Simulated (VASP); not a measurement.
The system is InGaO2.

```
In Ga O
1.0
     1.56500    0.90355    6.50000
    -1.56500    0.90355    6.50000
     0.00000   -1.80711    6.50000
In Ga O
1 1 2
Direct
  0.50000 0.50000 0.50000
  0.00000 0.00000 0.00000
  0.71500 0.71500 0.71500
  0.28500 0.28500 0.28500
```

The cell was built by a generator and needn't be a form met in nature.

| Property | Result |
| --- | --- |
| Program | VASP 6.6.1 |
| Task | relaxation of cell and atoms |
| Functional | PBE |
| Potentials or basis | VASP PAW PBE potentials, release 64 (In_d, Ga_d, O) |
| Cutoff | 520 eV |
| k mesh | 6 × 6 × 6 |
| Occupations | gaussian, width 0.15 eV |
| Spin | no spin polarisation |

At the start: pressure -2.1 GPa; volume 13.79 Å³/atom.

**Question.** How do energy, volume and symmetry change on relaxing?

**Answer.** Over 7 steps the energy falls by 42.5 meV/atom and the volume is 13.05 Å³/atom (-5.4 %); space group R-3m (No. 166, to 0.05 Å).

The path:
| step | energy change (eV) | largest force (eV/Å) | pressure (GPa) | volume (Å³) |
| --- | --- | --- | --- | --- |
| 1 | 0.0000 | 1.2056 | -2.12 | 55.15 |
| 2 | -0.1376 | 0.4956 | -1.44 | 53.70 |
| 3 | -0.1658 | 0.1006 | -1.42 | 52.90 |
| 4 | -0.1672 | 0.0270 | -1.23 | 52.65 |
| 5 | -0.1672 | 0.0223 | -1.34 | 52.70 |
| 6 | -0.1690 | 0.0933 | 0.55 | 51.70 |
| 7 | -0.1701 | 0.0447 | 0.34 | 52.18 |

Final structure:
```yaml
crystal:
  lattice:
    - [1.51831, 0.87659, 6.53438]
    - [-1.51831, 0.87659, 6.53438]
    - [0.00000, -1.75319, 6.53438]
  atoms:
    - { symbol: In, position: [0.50000, 0.50000, 0.50000] }
    - { symbol: Ga, position: [0.00000, 0.00000, 0.00000] }
    - { symbol: O, position: [0.72010, 0.72010, 0.72010] }
    - { symbol: O, position: [0.27990, 0.27990, 0.27990] }
```

Caveat: the k mesh is coarse (spacing up to 0.39 Å⁻¹), so the values aren't converged.
